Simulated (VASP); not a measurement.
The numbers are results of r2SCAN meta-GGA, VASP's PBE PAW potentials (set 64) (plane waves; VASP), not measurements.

The input files of a VASP run:

**KPOINTS**
```
Automatic mesh
0
Gamma
11 11 11
0 0 0
```

File POSCAR:
```
NiAl
1
    2.8617681366     0.0000000000    -0.0000000000
   -0.0000000000     2.8617681366    -0.0000000000
    0.0000000000     0.0000000000     2.8617681366
Al Ni
1 1
Direct
  0.5000000000   0.5000000000   0.5000000000
  0.0000000000   0.0000000000   0.0000000000
```

INCAR:
```
SYSTEM = NiAl
PREC = Accurate
ENCUT = 400
EDIFF = 1E-6
NELM = 100
ALGO = Normal
LREAL = .FALSE.
LASPH = .TRUE.
ISMEAR = 1
SIGMA = 0.1
METAGGA = R2SCAN
LMIXTAU = .TRUE.
LMAXMIX = 4
LWAVE = .FALSE.
LCHARG = .FALSE.
IBRION = 2
ISIF = 3
NSW = 60
EDIFFG = -0.01
```

POTCAR, in this order: Al Ni (PBE.64 set). Program: vasp_std.

Output

**OSZICAR**
```
       N       E                     dE             d eps       ncg     rms          rms(c)
DAV:   1     0.242173965194E+02    0.24217E+02   -0.50337E+03  1176   0.116E+03
DAV:   2    -0.217415511739E+02   -0.45959E+02   -0.43145E+02  1128   0.192E+02
DAV:   3    -0.227995577078E+02   -0.10580E+01   -0.10511E+01  1358   0.388E+01
DAV:   4    -0.228146493899E+02   -0.15092E-01   -0.15087E-01  1310   0.406E+00
DAV:   5    -0.228150943013E+02   -0.44491E-03   -0.44490E-03  1280   0.702E-01    0.120E+01
DAV:   6    -0.230215324012E+02   -0.20644E+00   -0.55344E+01  1238   0.137E+02    0.154E+01
DAV:   7    -0.200795342981E+02    0.29420E+01   -0.15533E+01  1236   0.773E+01    0.177E+00
DAV:   8    -0.200804012132E+02   -0.86692E-03   -0.65720E-01  1364   0.125E+01    0.167E+00
DAV:   9    -0.200556628795E+02    0.24738E-01   -0.13882E-01  1234   0.671E+00    0.325E-01
DAV:  10    -0.200601193160E+02   -0.44564E-02   -0.95259E-03  1176   0.102E+00    0.289E-01
DAV:  11    -0.200606167070E+02   -0.49739E-03   -0.76005E-03  1340   0.147E+00    0.720E-02
DAV:  12    -0.200606086561E+02    0.80509E-05   -0.12782E-04  1240   0.147E-01    0.438E-02
DAV:  13    -0.200605606198E+02    0.48036E-04   -0.40271E-05  1218   0.751E-02    0.421E-02
DAV:  14    -0.200605932822E+02   -0.32662E-04   -0.71753E-05  1328   0.143E-01    0.104E-02
DAV:  15    -0.200605962628E+02   -0.29806E-05   -0.40196E-06  1182   0.234E-02    0.308E-03
DAV:  16    -0.200605962011E+02    0.61638E-07   -0.15168E-06   560   0.242E-02
   1 F= -.20060596E+02 E0= -.20060265E+02  d E =-.200606E+02
```

### OUTCAR
```
------------------------ aborting loop because EDIFF is reached ----------------------------------------
  FORCE on cell =-STRESS in cart. coord.  units (eV):
  Direction    XX          YY          ZZ          XY          YZ          ZX
  --------------------------------------------------------------------------------------
  Total        0.0105703      0.0105703      0.0105703      0.0000000     -0.0000000      0.0000000
  in kB        0.7225946      0.7225946      0.7225946      0.0000000     -0.0000000      0.0000000
  external PRESSURE =       0.7225946 kB  Pullay stress =       0.0000000 kB
  volume of cell :       23.44
      direct lattice vectors                 reciprocal lattice vectors
     2.861768137  0.000000000  0.000000000     0.349434319  0.000000000  0.000000000
     0.000000000  2.861768137  0.000000000     0.000000000  0.349434319  0.000000000
     0.000000000  0.000000000  2.861768137     0.000000000  0.000000000  0.349434319
 POSITION                                       TOTAL-FORCE (eV/Angst)
 -----------------------------------------------------------------------------------
      1.43088      1.43088      1.43088         0.000000      0.000000      0.000000
      0.00000      0.00000      0.00000         0.000000      0.000000      0.000000
 -----------------------------------------------------------------------------------
    total drift:                               -0.000000      0.000000     -0.000000
  FREE ENERGIE OF THE ION-ELECTRON SYSTEM (eV)
  ---------------------------------------------------
  free  energy   TOTEN  =       -20.0605962011 eV

  energy  without entropy=      -20.0596027593  energy(sigma->0) =      -20.06026505

 reached required accuracy - stopping structural energy minimisation
```
(Selected blocks of OUTCAR.)

**OUTCAR**
```
 val. band max:       10.0665789768   @ k =   0.3636   0.1818   0.0909

 cond. band min:      10.1720356684   @ k =   0.3636   0.2727   0.0909


 Fermi energy:        10.1533715860

 k-point     1 :       0.0000    0.0000    0.0000
  band No.  band energies     occupation
      1      -1.7102      2.00000
      2       6.7215      2.00000
      3       6.7215      2.00000
      4       8.5278      2.00000
      5       8.5278      2.00000
      6       8.5278      2.00000
      7      16.1374      0.00000
      8      16.1374      0.00000
      9      16.1374      0.00000
     10      18.6226      0.00000

 k-point     2 :       0.0909    0.0000    0.0000
  band No.  band energies     occupation
      1      -1.5477      2.00000
      2       6.7043      2.00000
      3       6.7610      2.00000
      4       8.4586      2.00000
      5       8.4586      2.00000
      6       8.5350      2.00000
      7      14.5810      0.00000
      8      16.3492      0.00000
      9      16.3492      0.00000
     10      18.6343      0.00000

 k-point     3 :       0.1818    0.0000    0.0000
  band No.  band energies     occupation
      1      -1.0641      2.00000
      2       6.5828      2.00000
      3       6.8690      2.00000
      4       8.2836      2.00000
      5       8.2836      2.00000
      6       8.5548      2.00000
      7      12.4293      0.00000
      8      16.9545      0.00000
      9      16.9545      0.00000
     10      18.6687      0.00000

 k-point     4 :       0.2727    0.0000    0.0000
  band No.  band energies     occupation
      1      -0.2718      2.00000
      2       6.1192      2.00000
      3       7.0154      2.00000
      4       8.0728      2.00000
      5       8.0728      2.00000
      6       8.5810      2.00000
      7      10.7380     -0.00000
      8      17.8863      0.00000
      9      17.8863      0.00000
     10      18.7216      0.00000

 k-point     5 :       0.3636    0.0000    0.0000
...
```

The compound is NiAl in the CsCl type structure. It was relaxed first. The start is the result of an earlier pass. The run is not spin-polarised, so no magnetic state was tried. The electron count is odd and the run is not spin-polarised, which forces a metal.
